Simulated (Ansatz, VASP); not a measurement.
# Hf2CF2 (Hf2CF2 MXene, 1 layer) in two plane-wave programs

Aim: how closely do two programs agree when they are given the same cell, functional and k mesh? Of the first pair: The structure shown is the start of the Ansatz relaxation below; VASP solves that cell, so the two are compared at the walk's first step.

Main program and level: Ansatz 0.2.0; plane waves, with VASP 6.6.1 beside it; single point at PBE.

**1. Set-up**

The cell holds 5 atoms: 2 F, 2 Hf and 1 C. Cell: a = 3.289 Å, b = 3.289 Å, c = 19.591 Å, α = 90.0°, β = 90.0°, γ = 120.0°. Vacuum lies along c.

**2. Ansatz: relaxation, PBE**

Ansatz runs on its default PAW (the set named soft_2) files.

The two programs are compared at the cell with which this relaxation starts, whose forces are those of its first step.

Contents of input.yaml:

```yaml
crystal:
  lattice:
    - [3.289, 0.0, 0.0]
    - [-1.6445, 2.848357553, 0.0]
    - [0.0, 0.0, 19.5906824036]
  atoms:
    - { symbol: F, position: [0.3333333333, 0.6666666667, 0.3828350563] }
    - { symbol: Hf, position: [0.6666666667, 0.3333333333, 0.4337566836] }
    - { symbol: C, position: [0.0, 0.0, 0.5] }
    - { symbol: Hf, position: [0.3333333333, 0.6666666667, 0.5662433164] }
    - { symbol: F, position: [0.6666666667, 0.3333333333, 0.6171649437] }
kpoints:
  mp_grid: { grid: [12, 12, 1] }
hamiltonian:
  xc: pbe
scf:
  occupations: { method: fermi_dirac, width: 0.05 }
  convergence: { dr2_threshold: 1.0e-08 }
efield:
  axis: 3
  dipole_correction: true
  ramp_position: 0.97
  ramp_width: 0.04
relax:
  f_tol: 0.01
  cell: { fix: [c, alpha, beta] }
output:
  write_potential: true
  write_density: true
  volumetric_format: npy
```

Run with:

```sh
$ ansatz run input.yaml --threads 4 --pin off --max-ram 8192MiB --backend cpu --events-out ev --progress --plain --runs-dir out
```

Numbers of over 12 decimals in the logs are rounded to 6 here.

Output:

```text
Warning: relax.cell: scf.convergence.dr2_threshold = 1e-8 eV is looser than the 5e-10 eV advised for a relaxation that steers and ends on the stress (1e-10 eV for each atom of the cell: 5). What an SCF threshold leaves in a stress goes as its square root, and in the free energy as the threshold itself, and one threshold admits the most on a small cell: [figures from the program's tests cut] Set scf.convergence.dr2_threshold to 5e-10 eV or tighter. The threshold is an SCF's pass mark: one that does not reach it within its budget of iterations ends unconverged, or closes short of it on a stop that the run arms, and scf.convergence.dr2_threshold's page says what that costs each kind of run
Engine: ansatz 0.2.0, aarch64-unknown-linux-gnu
Pseudopotentials: kind: paw
Pseudopotential: F, paw, valence charge 7, recommended cutoff 420 eV (normal), F.paw.azcp
Pseudopotential: Hf, paw, valence charge 26, recommended cutoff 420 eV (normal), Hf.paw.azcp
Pseudopotential: C, paw, valence charge 4, recommended cutoff 420 eV (normal), C.paw.azcp
Functional definition: PBE
  parameter kappa = 0.804
  parameter beta = 0.066725
  exchange = pbe_x(kappa = kappa, mu = beta*pi^2/3)
  correlation = pbe_c(beta = beta)
Crystal: 5 atoms, lattice volume = 183.530 Å³
Basis set: ecut = 420 eV, 3665 PW (Γ), exchange–correlation on 48×48×270 points (8 copies of the dense FFT grid, shifted against one another)
Bands: 42, of which v1, the nominal top of the filled ones, is band 35 counted from 1 (34 counted from 0)
Symmetry: 6 space group operations
k-points: 19 of 144 (time reversal used)
Non-local potential: F, projectors of the file, l = 0: 2, l = 1: 2, l = 2: 1
Non-local potential: Hf, projectors of the file, l = 0: 3, l = 1: 2, l = 2: 2, l = 3: 3
Non-local potential: C, projectors of the file, l = 0: 2, l = 1: 2, l = 2: 1
PAW form: soft (Blöchl's): semilocal exchange-correlation on the pseudo side does not see the compensation charge
PAW one-centre angular grid: F, 110 points (default); XC on 64 Gauss nodes
PAW one-centre angular grid: Hf, 590 points (default); XC on 64 Gauss nodes
PAW one-centre angular grid: C, 110 points (default); XC on 64 Gauss nodes
Initial density: superposition of atomic densities (neutral atoms: chi_scale 0, normalization atom), corrected by the library's trained network
Initial wavefunctions: pseudopotential atomic-orbital guess
Functional: x = pbe(κ = 0.804, μ = 0.219515), c = pbe(β = 0.066725)
SCF iter   1: F=—  HF=-33314.350531 eV  |F-HF|=—  |Δ(HF+E_count)|=         —  Δρ=3.72e-3  dr2=8.90e-2  ethr=1.77e-3  p=-0.001 e·Å  D=-1.16e-3 V/Å  ΔV_dip=0.02 eV  dr2_dipole=1.88e-5  V_vac-E_F(+/−)=2.34/2.32 eV  ⟨swp⟩=6.3  Hψ=3190  notcnv=0
efield: sawtooth ramp at fractional position 0.9700 (set: `efield.ramp_position`, or a place that a band, a saddle search or an elastic batch's reference lends), width 0.0400; the density the first Hamiltonian is built on has a dipole p = -0.001 e·Å; the dipole correction subtracts the counter field D = -1.16e-3 V/Å, which shifts the + side's vacuum level by +0.02 eV against the − side's; the planar-averaged density in the ramp window peaks in size at 9.7e-5 e/Å³
preconditioner: auto → LDOS  [insulator: Δε(μ)=0.124 eV  Ē_g=17.931 eV  σ=0.050 eV  W_gap=0.55  n_scr=44 (ndim 8)  ℏωp=22.3 eV  f_vac=0.656  D(μ)=1.13/eV (n_scr^D=6)  ε∞_Penn≈2.5  β→1.0]
SCF iter   2: F=—  HF=-33314.339862 eV  |F-HF|=—  |Δ(HF+E_count)|=   1.07e-2  Δρ=3.63e-3  dr2=5.78e-2  ethr=1.27e-4  p=0.001 e·Å  D=1.11e-3 V/Å  ΔV_dip=-0.02 eV  dr2_dipole=1.80e-4  V_vac-E_F(+/−)=1.50/1.53 eV  ⟨swp⟩=3.3  Hψ=1677  notcnv=0  defer=20
SCF iter   3: F=—  HF=-33314.331674 eV  |F-HF|=—  |Δ(HF+E_count)|=   8.19e-3  Δρ=1.04e-3  dr2=1.26e-2  ethr=8.26e-5  p=0.000 e·Å  D=1.15e-5 V/Å  ΔV_dip=-0.00 eV  dr2_dipole=7.77e-7  V_vac-E_F(+/−)=1.88/1.88 eV  ⟨swp⟩=3.4  Hψ=1531  notcnv=0  defer=20
SCF iter   4: F=—  HF=-33314.329906 eV  |F-HF|=—  |Δ(HF+E_count)|=   1.77e-3  Δρ=5.67e-4  dr2=1.25e-3  ethr=1.81e-5  p=-0.000 e·Å  D=-4.37e-5 V/Å  ΔV_dip=0.00 eV  dr2_dipole=2.89e-6  V_vac-E_F(+/−)=1.74/1.74 eV  ⟨swp⟩=2.5  Hψ=964  notcnv=0  defer=19
SCF iter   5: F=—  HF=-33314.329701 eV  |F-HF|=—  |Δ(HF+E_count)|=   2.05e-4  Δρ=7.06e-5  dr2=1.01e-5  ethr=1.79e-6  p=0.000 e·Å  D=8.34e-5 V/Å  ΔV_dip=-0.00 eV  dr2_dipole=9.25e-9  V_vac-E_F(+/−)=1.69/1.69 eV  ⟨swp⟩=2.2  Hψ=1054  notcnv=0  defer=19
SCF iter   6: F=—  HF=-33314.329677 eV  |F-HF|=—  |Δ(HF+E_count)|=   2.39e-5  Δρ=2.74e-5  dr2=1.50e-6  ethr=1.44e-8  p=0.000 e·Å  D=7.94e-5 V/Å  ΔV_dip=-0.00 eV  dr2_dipole=3.89e-10  V_vac-E_F(+/−)=1.69/1.69 eV  ⟨swp⟩=3.3  Hψ=1863  notcnv=0  defer=19
[...]
SCF iter   1: F=—  HF=-33315.660811 eV  |F-HF|=—  |Δ(HF+E_count)|=         —  Δρ=4.23e-5  dr2=4.75e-7  ethr=6.98e-8  p=0.000 e·Å  D=4.56e-7 V/Å  ΔV_dip=-0.00 eV  dr2_dipole=5.24e-12  V_vac-E_F(+/−)=3.73/3.73 eV  ⟨swp⟩=6.4  Hψ=6066  notcnv=0
efield: sawtooth ramp at fractional position 0.9700 (set: `efield.ramp_position`, or a place that a band, a saddle search or an elastic batch's reference lends), width 0.0400; the density the first Hamiltonian is built on has a dipole p = 0.000 e·Å; the dipole correction subtracts the counter field D = 4.56e-7 V/Å, which shifts the + side's vacuum level by -0.00 eV against the − side's; the planar-averaged density in the ramp window peaks in size at 4.1e-7 e/Å³
preconditioner: auto → LDOS  [metal: Δε(μ)=0.043 eV  Ē_g=17.738 eV  σ=0.050 eV  W_gap=0.21  n_scr=44 (ndim 8)  ℏωp=22.4 eV  f_vac=0.648  D(μ)=1.53/eV (n_scr^D=6)  β→1.0]
SCF iter   2: F=—  HF=-33315.660784 eV  |F-HF|=—  |Δ(HF+E_count)|=   2.66e-5  Δρ=2.42e-5  dr2=5.93e-7  ethr=6.78e-10  p=0.000 e·Å  D=9.91e-7 V/Å  ΔV_dip=-0.00 eV  dr2_dipole=5.99e-12  V_vac-E_F(+/−)=3.73/3.73 eV  ⟨swp⟩=3.1  Hψ=1868  notcnv=0
SCF iter   3: F=—  HF=-33315.660784 eV  |F-HF|=—  |Δ(HF+E_count)|=   2.63e-7  Δρ=5.35e-6  dr2=4.78e-8  ethr=6.78e-10  p=0.000 e·Å  D=5.46e-7 V/Å  ΔV_dip=-0.00 eV  dr2_dipole=4.48e-13  V_vac-E_F(+/−)=3.73/3.73 eV  ⟨swp⟩=2.0  Hψ=1463  notcnv=0
SCF iter   4: F=-33315.660784 eV  HF=-33315.660784 eV  |F-HF|=3.33e-9  |Δ(HF+E_count)|=   7.22e-9  Δρ=2.25e-6  dr2=5.36e-9  ethr=1.43e-11  p=0.000 e·Å  D=4.66e-7 V/Å  ΔV_dip=-0.00 eV  dr2_dipole=6.54e-14  V_vac-E_F(+/−)=3.73/3.73 eV  ⟨swp⟩=11.3  Hψ=7409  notcnv=0
SCF 7 converged in 4 iterations: F = -33315.660784 eV  dr2 = 5.36e-9
relax step   7: F+E_penalty+E_count = -33315.66078393 eV  Δ(F+E_penalty+E_count) = +1.527e-3 eV  max|allowed force component| = 2.629e-3 eV/Å  Δτ_max = 0.0000 Å  P = -0.005 GPa  Ω = 182.032 Å³  fix = [c, alpha, beta]  reactions: c +0.009 GPa  stress off target by 1.14e-2 GPa on what of the cell is left free  SCF on the basis re-selected at this cell (its energy is not comparable with the rows above)  (4 SCF iters)
basis re-selected at this cell: Δ(F+E_penalty+E_count) = +1.527e-3 eV, ΔP = -0.013 GPa vs the last step (what re-selecting the basis moved, of the pressure what is left beyond the Pulay correction that the steps carried, after the strain that the cell walked since its last selection, with what the two solves' SCF thresholds leave and, on support functions, any second-order correction that the steps lacked; it is no m [...]
WARN: The output density's exchange-correlation potential varies sharply where the density is thin. Do not read a vacuum level from v_tot or v_xc, or from such a field of the output density. On a cell that repeats whose density bears no net charge and no dipole along the vacuum's axis use v_es (v_loc + v_h of the components); under efield.dipole_correction with no amplitude use v_es + v_field, which holds any externa [...]
SCF converged after 4 iterations
Free energy (F): -33315.660784 eV
Harris-Foulkes:  -33315.660784 eV  (|F-HF|=3.33e-9)
Internal energy: -33315.649086 eV  (E = F + TS)
E sigma→0 (E₀):  -33315.654935 eV
Entropy (-TS):   -0.011698 eV (-2.340 meV/atom)
Fermi energy:    3.778148 eV
Dipole field:    D = 0.000001 V/Å  (p = 0.000001 e·Å, saw-weighted, corrected)
Work function:   Φ+ = 3.7264 eV   Φ− = 3.7264 eV
Levels:          The Fermi level and band energies are counted from a zero that moves with the ramp; work functions are not
--- Per-component energies (eV) ---
  E_band       = -958.789434
  E_kinetic    = 1350.791229
  E_local      = -91525.393361  (includes V_loc(G=0)·N_el)
  E_nonlocal   = -2314.790614
  E_hartree    = 44809.147558
  E_xc         = -809.000491
  E_vxc        = -798.482071  (∫ρ·V_xc dr)
  E_paw        = -14353.862661  (= ΣΔE_a)
  E_vpaw       = 2710.779138  (= ΣTr[D̂ρ^β])
  E_aug_tail   = 0.004099  (compensation charges beyond the density's cutoff)
  E_efield     = 0.000000  (sawtooth field / dipole correction)
  E_vefield    = -0.000011  (∫n·V_field dr)
  E_ewald      = 29527.455156
  E_smearing   = -0.011698  (= −TS)
  E_closure    = -0.000000  (closes the sum)
  Σ components = -33315.660784   (vs F -33315.660784, Δ=0.00e0)
--- Forces (eV/Å), atoms counted from 1 ---
  atom   1  F     -0.00000000     0.00000000    -0.00082313
  atom   2  Hf     0.00000000     0.00000000    -0.00262927
  atom   3  C     -0.00000000     0.00000000     0.00000055
  atom   4  Hf    -0.00000000     0.00000000     0.00262919
  atom   5  F      0.00000000     0.00000000     0.00082303
  max |Σ_I F_I| component: 3.83e-7 eV/Å
--- Stress (GPa, compression-positive) ---
       -0.011389       0.000000       0.000000
        0.000000      -0.011389      -0.000000
        0.000000      -0.000000       0.008759
  P = ⅓ Tr σ = -0.0047 GPa (-0.047 kbar)
--- Band table (eV; the first three rows and the last of 19) ---
  k-point 0: bands = [... 31 lower, -1.0580, 0.4092, 0.4092, 4.0379, 4.0379, 4.4398, 5.2366, 5.3422, ... 3 higher]
  k-point 1: bands = [... 31 lower, -0.9829, 0.1686, 0.3907, 3.7261, 4.1997, 4.4880, 5.4500, 5.4835, ... 3 higher]
  k-point 2: bands = [... 31 lower, -0.8092, -0.3274, 0.3573, 3.1161, 4.6339, 4.6636, 5.6074, 5.8152, ... 3 higher]
  k-point 18: bands = [... 31 lower, -0.9746, -0.9746, 0.0520, 4.2473, 5.0247, 5.0247, 6.7568, 7.3454, ... 3 higher]
--- Relaxed structure (6 steps of the walk, 6 accepted, 1 SCFs on fresh bases) ---
  F+E_penalty+E_count = -33315.66078393 eV   max|allowed force component| = 2.629e-3 eV/Å   (the final SCF, on the basis selected at the relaxed cell)
  cell:  # Å, volume = 182.0321 Å³
    - [3.275547, 0.0, 0]
    - [-1.637774, 2.836707, 0]
    - [0, 0, 19.5906824036]
  atoms:
    - { symbol: F, position: [0.333333, 0.666667, 0.369774] }
    - { symbol: Hf, position: [0.666667, 0.333333, 0.438759] }
    - { symbol: C, position: [0, 0, 0.500000] }
    - { symbol: Hf, position: [0.333333, 0.666667, 0.561241] }
    - { symbol: F, position: [0.666667, 0.333333, 0.630226] }
```

In the SCF lines HF is the Harris–Foulkes energy and dr2 the Hartree energy of the density residual, in eV; the loop may stop once dr2 is under the threshold and the program's other checks hold. Hψ counts applications of the Hamiltonian.

**3. VASP: single point, PBE, start cell, pair 1**

The same cell, functional, mesh and smearing now go to VASP, with its own data sets.

Lines of VASP's logs that name or quote its potential files are left out, and so is its time.

Contents of INCAR:

```
SYSTEM = Hf2CF2
PREC = Accurate
ENCUT = 520
EDIFF = 1E-06
NELM = 120
ISMEAR = -1
SIGMA = 0.05
LREAL = .FALSE.
ALGO = Normal
GGA = PE
NBANDS = 25
LASPH = .TRUE.
LORBIT = 11
LWAVE = .FALSE.
LCHARG = .FALSE.
ISIF = 2
LDIPOL = .TRUE.
IDIPOL = 3
DIPOL = 0.5 0.5 0.5
LVHAR = .TRUE.
GGA_COMPAT = .FALSE.
NELMDL = -8
KPAR = 2
```

Contents of POSCAR:

```
Hf2CF2
1.0
    3.2890000000      0.0000000000      0.0000000000
   -1.6445000000      2.8483580000      0.0000000000
    0.0000000000      0.0000000000     19.5906820000
F Hf C
2 2 1
Direct
    0.3333333333      0.6666666667      0.3828350641
    0.6666666667      0.3333333333      0.6171649359
    0.6666666667      0.3333333333      0.4337566706
    0.3333333333      0.6666666667      0.5662433294
    0.0000000000      0.0000000000      0.5000000000
```

Contents of KPOINTS:

```
Automatic mesh
0
Gamma
12 12 1
0 0 0
```

PAW data sets: F, Hf_pv and C (PBE family, release 64).

Run with:

```sh
$ mpirun -np 2 vasp_std
```

Output:

```text
[banner, memory and clock lines left out]
running    2 mpi-ranks, on    1 nodes
 distrk:  each k-point on    1 cores,    2 groups
 distr:  one band on    1 cores,    1 groups

 POSCAR found type information on POSCAR F HfC
 POSCAR found :  3 types and       5 ions
 LDA part: xc-table for (Slater+PW92), standard interpolation
 POSCAR, INCAR and KPOINTS ok, starting setup
 FFT: planning ... GRIDC
 FFT: planning ... GRID_SOFT
 FFT: planning ... GRID
 WAVECAR not read
 entering main loop
       N       E                     dE             d eps       ncg     rms          rms(c)
DAV:   1     0.262693988244E+03    0.26269E+03   -0.20422E+04  1134   0.129E+03
DAV:   2    -0.265441091441E+02   -0.28924E+03   -0.28418E+03  1207   0.322E+02
DAV:   3    -0.497878879541E+02   -0.23244E+02   -0.23085E+02  1231   0.859E+01
DAV:   4    -0.501783416014E+02   -0.39045E+00   -0.38946E+00  1268   0.125E+01
DAV:   5    -0.501859695278E+02   -0.76279E-02   -0.76254E-02  1252   0.164E+00
DAV:   6    -0.501862346780E+02   -0.26515E-03   -0.26512E-03  1300   0.303E-01
DAV:   7    -0.501862447646E+02   -0.10087E-04   -0.10086E-04  1236   0.539E-02
DAV:   8    -0.501862452343E+02   -0.46976E-06   -0.46954E-06  1204   0.117E-02    0.689E+01
DAV:   9    -0.428725521058E+02    0.73137E+01   -0.38744E+01  1071   0.287E+01    0.477E+01
DAV:  10    -0.425523834373E+02    0.32017E+00   -0.20753E+00  1217   0.887E+00    0.977E+00
DAV:  11    -0.425099050621E+02    0.42478E-01   -0.10688E-01  1356   0.194E+00    0.132E+00
DAV:  12    -0.424977634153E+02    0.12142E-01   -0.22982E-02  1274   0.914E-01    0.583E-01
DAV:  13    -0.424932175131E+02    0.45459E-02   -0.89287E-03  1276   0.395E-01    0.417E-01
DAV:  14    -0.424937294481E+02   -0.51193E-03   -0.67161E-04  1292   0.153E-01    0.760E-02
[...]
DAV:  18    -0.424963726161E+02   -0.32353E-04   -0.28948E-05  1244   0.245E-02    0.159E-02
DAV:  19    -0.424964117348E+02   -0.39119E-04   -0.44552E-05   920   0.813E-03    0.114E-02
DAV:  20    -0.424964265102E+02   -0.14775E-04   -0.83199E-06   904   0.760E-03    0.374E-03
DAV:  21    -0.424964301956E+02   -0.36854E-05   -0.28172E-06   799   0.322E-03    0.266E-03
DAV:  22    -0.424964515381E+02   -0.21342E-04   -0.11783E-05   885   0.486E-03    0.168E-03
DAV:  23    -0.424964606604E+02   -0.91223E-05   -0.34141E-06   903   0.221E-03    0.363E-03
DAV:  24    -0.424964665674E+02   -0.59070E-05   -0.22172E-06   820   0.322E-03    0.251E-03
DAV:  25    -0.424964669738E+02   -0.40640E-06   -0.18127E-07   898   0.193E-03
   1 F= -.42496467E+02 E0= -.42489941E+02  d E =-.130525E-01
```

Parts of OUTCAR (step 3):

```text
ion  position               nearest neighbor table
   1  0.333  0.667  0.383-   3 2.14   3 2.14   3 2.15
   2  0.667  0.333  0.617-   4 2.14   4 2.14   4 2.15
   3  0.667  0.333  0.434-   1 2.14   1 2.14   1 2.15   5 2.30   5 2.30   5 2.30   4 3.22   4 3.22
                             4 3.22
   4  0.333  0.667  0.566-   2 2.14   2 2.14   2 2.15   5 2.30   5 2.30   5 2.30   3 3.22   3 3.22
                             3 3.22
   5  0.000  0.000  0.500-   3 2.30   4 2.30   3 2.30   4 2.30   3 2.30   4 2.30

  LATTYP: Found a hexagonal cell.
 ALAT       =     3.2890000000
 C/A-ratio  =     5.9564250532

 Subroutine GETGRP returns: Found 12 space group operations
 (whereof 12 operations were pure point group operations)

The static configuration has the point symmetry D_3d.

 Found     19 irreducible k-points:

   k-points           NKPTS =     19   k-points in BZ     NKDIM =     19   number of bands    NBANDS=     25

   dimension x,y,z NGX =    24 NGY =   24 NGZ =  150
   dimension x,y,z NGXF=    48 NGYF=   48 NGZF=  300

   ENCUT  =  520.0 eV  38.22 Ry    6.18 a.u.   6.12  6.12 36.43*2*pi/ulx,y,z

   NELECT =      38.0000    total number of electrons

 k-points in reciprocal lattice and weights: Automatic mesh
   0.00000000  0.00000000  0.00000000       0.007
   0.08333333  0.00000000  0.00000000       0.042
   0.16666667 -0.00000000  0.00000000       0.042
   0.25000000  0.00000000  0.00000000       0.042
   0.33333333 -0.00000000  0.00000000       0.042
   0.41666667 -0.00000000  0.00000000       0.042
   0.50000000  0.00000000  0.00000000       0.021
   0.08333333  0.08333333  0.00000000       0.042
   0.16666667  0.08333333  0.00000000       0.083
[...]
0.33333333  0.25000000  0.00000000       0.083
   0.33333333  0.33333333  0.00000000       0.014

 dipolmoment           0.000000      0.000000     -0.000000 electrons x Angstroem

 average (electrostatic) potential at core
       1 -82.7276       2 -82.7276       3 -42.2333       4 -42.2333       5 -53.5170

 E-fermi :   1.3199

 k-point     1 :       0.0000    0.0000    0.0000
  band No.  band energies     occupation
    ...
     15      -7.7933      2.00000
     16      -3.4799      2.00000
     17      -1.4099      2.00000
     18      -1.4099      2.00000
     19       1.2583      1.54825
     20       1.4089      0.28844
     21       1.5547      0.01811
     22       1.5547      0.01811
     23       1.7116      0.00079
     24       2.6508      0.00000
    ...

 k-point     2 :       0.0833    0.0000    0.0000
  band No.  band energies     occupation
    ...
     15      -7.7156      2.00000
     16      -3.3592      2.00000
     17      -1.7868      2.00000
     18      -1.4939      2.00000
     19       1.2401      1.66321
     20       1.4187      0.24351
     21       1.5413      0.02359
     22       1.7481      0.00038
     23       1.8397      0.00006
     24       2.7558      0.00000
    ...

 k-point     3 :       0.1667   -0.0000    0.0000
  band No.  band energies     occupation
    ...
     15      -7.6148      2.00000
     16      -3.1042      2.00000
     17      -2.5131      2.00000
     18      -1.6652      2.00000
     19       0.7618      1.99997
     20       1.5322      0.02827
     21       1.8218      0.00009
     22       2.2461      0.00000
     23       2.2673      0.00000
     24       3.0773      0.00000
    ...

  Total        3.2745941      3.2745951      1.7765795      0.0000000      0.0000000      0.0000000
  in kB       28.5864386     28.5864475     15.5091228      0.0000000      0.0000000      0.0000000
  external PRESSURE =      24.2273363 kB  Pullay stress =       0.0000000 kB

  energy-cutoff  :      520.00
  volume of cell :      183.53
      direct lattice vectors                 reciprocal lattice vectors
     3.289000000  0.000000000  0.000000000     0.304043782  0.175539732  0.000000000
    -1.644500000  2.848358000  0.000000000     0.000000000  0.351079464  0.000000000
     0.000000000  0.000000000 19.590682000     0.000000000  0.000000000  0.051044675

 POSITION                                       TOTAL-FORCE (eV/Angst)
 -----------------------------------------------------------------------------------
     -0.00000      1.89891      7.50000         0.000000     -0.000000     -2.985674
      1.64450      0.94945     12.09068        -0.000000      0.000000      2.985674
      1.64450      0.94945      8.49759         0.000000      0.000000      4.558384
     -0.00000      1.89891     11.09309        -0.000000     -0.000000     -4.558384
      0.00000      0.00000      9.79534        -0.000000      0.000000      0.000000
 -----------------------------------------------------------------------------------
    total drift:                                0.000000     -0.000000     -0.000000

  FREE ENERGIE OF THE ION-ELECTRON SYSTEM (eV)
  ---------------------------------------------------
  free  energy   TOTEN  =       -42.4964669738 eV

  energy  without entropy=      -42.4834144670  energy(sigma->0) =      -42.48994072

 vacuum level on the upper side and lower side of the slab         3.017         3.017

 total charge
# of ion       s       p       d       tot
------------------------------------------
    1        1.740   4.410   0.000   6.150
    2        1.740   4.410   0.000   6.150
    3        0.284   6.482   1.741   8.506
    4        0.284   6.482   1.741   8.506
    5        0.857   1.535   0.000   2.392
--------------------------------------------------
tot          4.905  23.318   3.481  31.704

[... 3 further parts left out ...]
```

[end of part 1 of 2]

[Lines on the potential files, build, host, timing and source positions are cut from VASP's logs without a mark.]

[Logs are printed without paths, hosts, clocks, repeated set-up lines and the standing remarks that a program may print on its own settings, such as how far it seeks lower states.]

[Hosts, paths, dates, database ids (printed as entryN), source tags and the programs' standing remarks are cut or masked in the printed files.]
